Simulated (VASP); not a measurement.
All values below come from r2SCAN meta-GGA, VASP's PBE PAW potentials (set 64) (plane waves; VASP).

Input for VASP

**KPOINTS**
```
kpoints
0
Gamma
 4 4 6
```

### POSCAR
```
HfO2
1.0
  4.8109403014   0.0000000000   0.0000000000
  0.0000000000   4.8109403014   0.0000000000
  0.0000000000   0.0000000000   3.1980284967
Hf O
2 4
Cartesian
  4.8109403014   4.8109403014   3.1980284967
  2.4054701507   2.4054701507   1.5990142484
  1.4678402010   1.4678402010   3.1980284967
  3.8733103517   0.9376299497   1.5990142484
  0.9376299497   3.8733103517   1.5990142484
  3.3431001004   3.3431001004   0.0000000000
```

### INCAR
```
! general
SYSTEM   =  HfO2
PREC     =  Accurate
ENCUT    =  520
LREAL    =  .FALSE.
LASPH    =  .TRUE.

! electronic loop
EDIFF    =  1E-6
NELM     =  100
ALGO     =  Normal
LMAXMIX  =  6
LMIXTAU  =  .TRUE.

! smearing
ISMEAR   =  0
SIGMA    =  0.05

! functional
METAGGA  =  R2SCAN

! ions
IBRION   =  2
NSW      =  60
ISIF     =  3
EDIFFG   =  -0.02

! output
LWAVE    =  .FALSE.
LCHARG   =  .FALSE.
```

POTCAR, in this order: Hf_pv O (PBE.64 set). Program: vasp_std.

Unless said otherwise, spin-orbit coupling is left out, though it shifts the bands of the heavy elements here.

Q: What does the run give for the energy per atom (σ→0), volume per atom, band gap (on the k-mesh)?

A: 
```
Item                               Result
------------------------  ---------------
energy per atom (σ→0)     -22.897 eV/atom
band gap (on the k-mesh)          4.52 eV
volume per atom            12.39 Å^3/atom
```

OSZICAR:
```
...
DAV:   5    -0.137382839262E+03    0.13602E-02   -0.23563E-03  1258   0.487E-01    0.193E-01
DAV:   6    -0.137382957363E+03   -0.11810E-03   -0.65533E-05  1642   0.627E-02    0.110E-01
DAV:   7    -0.137384561713E+03   -0.16044E-02   -0.94879E-04  1266   0.296E-01    0.699E-02
DAV:   8    -0.137384563924E+03   -0.22111E-05   -0.44381E-05  1560   0.569E-02    0.767E-02
DAV:   9    -0.137384568292E+03   -0.43679E-05   -0.58424E-06  1326   0.199E-02    0.616E-02
DAV:  10    -0.137384574029E+03   -0.57368E-05   -0.36223E-06  1324   0.196E-02    0.456E-02
DAV:  11    -0.137384574509E+03   -0.47962E-06   -0.50837E-07   736   0.657E-03
   3 F= -.13738457E+03 E0= -.13738457E+03  d E =-.146678E-02
```

The structure was generated: HfO2 was put into the rutile type (P4_2/mnm), which need not be its known phase. This run relaxes it. Symmetry was kept, so distortions that lower it aren't found. The start is the result of an earlier pass.
